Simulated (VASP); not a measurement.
```xyz
4
Lattice="1.6557 -2.8676 0.0000 1.6557 2.8676 0.0000 0.0000 0.0000 6.9828" Properties=species:S:1:pos:R:3 pbc="T T T"
Cd     1.6557    -0.9559     3.7095
Cd     1.6557     0.9559     0.2182
S      1.6557    -0.9559     5.9057
S      1.6557     0.9559     2.4143
```

All values below come from LDA (Ceperley-Alder, Perdew-Zunger), VASP's LDA PAW potentials (set 64) (plane waves; VASP). Settings: 500 eV cut-off, 11×11×5 Γ-centred mesh, first-order Methfessel-Paxton smearing of 0.10 eV, potentials Cd S.

**Question.** Estimate the energy per atom (σ→0), pressure.

**Answer.** 
```json
{
 "energy per atom (σ→0)": "-2.840 eV/atom",
 "pressure": "45.02 GPa"
}
```

The absolute energy has meaning only against runs of the same code, potentials and settings.

The compound is CdS in the wurtzite structure. It was relaxed first under an external pressure of 45 GPa.
